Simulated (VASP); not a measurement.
A cell of CuAu (L1_0) near equilibrium:

```
AuCu
1.0
    2.82628     0.00000     0.00000
    0.00000     2.82628     0.00000
    0.00000     0.00000     3.55229
Cu Au
1 1
Direct
  0.00000   0.00000   0.00000
  0.50000   0.50000   0.50000
```

Computed with PBEsol GGA, VASP's PBE PAW potentials (set 64) (plane waves; VASP).

```
run               ΔE (meV/atom)   σxx   σyy    σzz  largest shear component, with its sign (GPa)  largest force (eV/Å)
----------------  -------------  ----  ----  -----  --------------------------------------------  --------------------
as it is                    0.0  0.38  0.38  -0.05                                          0.00                 0.000
after one change           10.5  0.43  0.95   0.83                                          0.00                 0.420
```
Stress is in GPa, positive when the cell is compressed.

### Question
What was changed between the two runs?
A. biaxial strain of +0.5 % in the yz plane
B. atom 2 (Au) moved by 0.100 Å along x
C. isotropic strain of +1.5 %
D. isotropic strain of -2.0 %

### Answer
B, atom 2 (Au) moved by 0.100 Å along x

The compound is CuAu in the L1_0 structure.
